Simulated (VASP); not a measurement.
Calculation: optB86b-vdW, VASP's PBE PAW potentials (set 64) (plane waves; VASP).

Input for VASP

KPOINTS:
```
Automatic mesh
0
Gamma
15 15 15
0 0 0
```

**INCAR**
```
SYSTEM=V
PREC=Accurate; ENCUT=520; LREAL=.FALSE.
LASPH=.TRUE.
EDIFF=1E-6; NELM=100; ALGO=Normal
LMAXMIX=4
ISMEAR=1; SIGMA=0.1
GGA=MK; LUSE_VDW=.TRUE.; AGGAC=0.0
PARAM1=0.1234; PARAM2=1.0
IBRION=2; NSW=60; ISIF=3
EDIFFG=-0.01
LWAVE=.FALSE.; LCHARG=.FALSE.
```

**POSCAR**
```
V
1
   -1.4854493728     1.4854493728     1.4854493728
    1.4854493728    -1.4854493728     1.4854493728
    1.4854493728     1.4854493728    -1.4854493728
V
1
Direct
  1.0000000000   0.0000000000   0.0000000000
```

POTCAR, in this order: V_sv (PBE.64 set). Program: vasp_std.

Task: What will the output report for the number of irreducible k-points (NKPTS), largest plane-wave count, number of space-group operations, FFT grid (NGX, NGY, NGZ)?

Result: 
```
Item                                          Result
--------------------------------------  ------------
number of irreducible k-points (NKPTS)           120
largest plane-wave count                         370
number of space-group operations                  48
FFT grid (NGX, NGY, NGZ)                20 × 20 × 20
```

The compound is V in the bcc structure. It was relaxed first, which changed the volume by -6 %. The start is the result of an earlier pass. The run is not spin-polarised, so no magnetic state was tried.
